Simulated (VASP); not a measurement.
Output of a VASP run:

File OSZICAR:
```
       N       E                     dE             d eps       ncg     rms          rms(c)
DAV:   1     0.570054157286E+02    0.57005E+02   -0.47493E+03  2088   0.314E+02
DAV:   2    -0.332967883005E+02   -0.90302E+02   -0.84553E+02  2500   0.111E+02
DAV:   3    -0.371994784501E+02   -0.39027E+01   -0.38569E+01  2872   0.193E+01
DAV:   4    -0.373360566495E+02   -0.13658E+00   -0.13640E+00  2932   0.308E+00
DAV:   5    -0.373367787174E+02   -0.72207E-03   -0.72203E-03  2776   0.235E-01    0.311E+00
DAV:   6    -0.345549306440E+02    0.27818E+01   -0.86276E-01  3552   0.376E+00    0.232E+00
DAV:   7    -0.339282721396E+02    0.62666E+00   -0.21562E-01  3340   0.188E+00    0.989E-01
DAV:   8    -0.345305530585E+02   -0.60228E+00   -0.16633E-01  2712   0.162E+00    0.640E-01
DAV:   9    -0.339498513211E+02    0.58070E+00   -0.11251E-01  2172   0.127E+00    0.406E-01
DAV:  10    -0.339614534656E+02   -0.11602E-01   -0.43967E-02  2100   0.917E-01    0.291E-01
DAV:  11    -0.339785134480E+02   -0.17060E-01   -0.11122E-02  2104   0.432E-01    0.122E-01
DAV:  12    -0.339822097686E+02   -0.36963E-02   -0.11223E-03  2288   0.135E-01    0.658E-02
DAV:  13    -0.339820935899E+02    0.11618E-03   -0.16554E-04  2344   0.547E-02    0.124E-02
DAV:  14    -0.339827572527E+02   -0.66366E-03   -0.13949E-04  2228   0.490E-02    0.701E-03
DAV:  15    -0.339828685074E+02   -0.11125E-03   -0.71073E-05  2360   0.344E-02    0.519E-03
DAV:  16    -0.339828729389E+02   -0.44315E-05   -0.93012E-06  2440   0.148E-02    0.476E-03
DAV:  17    -0.339828724362E+02    0.50269E-06   -0.79480E-06  2248   0.117E-02    0.254E-03
DAV:  18    -0.339828842433E+02   -0.11807E-04   -0.71542E-06  2224   0.107E-02    0.734E-04
DAV:  19    -0.339828841070E+02    0.13628E-06   -0.13355E-07  2348   0.151E-03    0.828E-04
DAV:  20    -0.339828845689E+02   -0.46192E-06   -0.93573E-08  2256   0.134E-03    0.364E-04
DAV:  21    -0.339828845529E+02    0.15987E-07   -0.38616E-08  2012   0.767E-04
   1 F= -.33982885E+02 E0= -.33982885E+02  d E =-.226517E-24
 imaginary and real dielectric function
```

### OUTCAR
```
------------------------ aborting loop because EDIFF is reached ----------------------------------------
  FORCE on cell =-STRESS in cart. coord.  units (eV):
  Direction    XX          YY          ZZ          XY          YZ          ZX
  --------------------------------------------------------------------------------------
  Total       -0.0019415     -0.0019415     -0.0019415      0.0000000      0.0000000      0.0000000
  in kB       -0.0348172     -0.0348172     -0.0348172      0.0000000      0.0000000      0.0000000
  external PRESSURE =      -0.0348172 kB  Pullay stress =       0.0000000 kB
  volume of cell :       89.34
      direct lattice vectors                 reciprocal lattice vectors
     0.000000000  3.548192413  3.548192413    -0.140916822  0.140916822  0.140916822
     3.548192413  0.000000000  3.548192413     0.140916822 -0.140916822  0.140916822
     3.548192413  3.548192413  0.000000000     0.140916822  0.140916822 -0.140916822
  FREE ENERGIE OF THE ION-ELECTRON SYSTEM (eV)
  ---------------------------------------------------
  free  energy   TOTEN  =       -33.9828845529 eV

  energy  without entropy=      -33.9828845529  energy(sigma->0) =      -33.98288455

 plasma frequency squared (from intraband transitions) (eV^2)
  --------------------------------------------------------------------------------------
       0.000       0.000       0.000
       0.000       0.000       0.000
       0.000       0.000       0.000

 plasma frequency squared (from interband transitions, int dw w eps(2)(w)) (eV^2)
  --------------------------------------------------------------------------------------
     224.239       0.000       0.000      -0.000      -0.000      -0.000
       0.000       0.000     224.239       0.000       0.000       0.000
      -0.000       0.000       0.000      -0.000     224.239       0.000
```
(Selected blocks of OUTCAR.)

POSCAR:
```
KI
1
   -0.0000000000     3.5481924128     3.5481924128
    3.5481924128    -0.0000000000     3.5481924128
    3.5481924128     3.5481924128     0.0000000000
K I
1 1
Direct
  0.0000000000   0.0000000000   0.0000000000
  0.5000000000   0.5000000000   0.5000000000
```

Task: Write an INCAR and KPOINTS that could have produced this output.

Result: One answer among several that fit: the input of the run itself, r2SCAN meta-GGA, plane waves, VASP's PBE PAW potentials (set 64).

INCAR:
```
! general
SYSTEM  = KI
PREC    = Accurate
ENCUT   = 400
LREAL   = F
LASPH   = T
NBANDS  = 36

! electronic loop
EDIFF   = 1E-7
NELM    = 100
ALGO    = Normal
LMAXMIX = 4
LMIXTAU = T

! smearing
ISMEAR  = 0
SIGMA   = 0.01

! functional
METAGGA = R2SCAN

! output
LWAVE   = F
LCHARG  = F
NEDOS   = 1001

! other
LOPTICS = T
LPEAD   = T
CSHIFT  = 0.1
```

**KPOINTS**
```
Automatic mesh
0
Gamma
 8 8 8
0 0 0
```

POTCAR, in this order: K_sv I (PBE.64 set). Program: vasp_std.

The compound is KI in the rock salt structure. It was relaxed first.
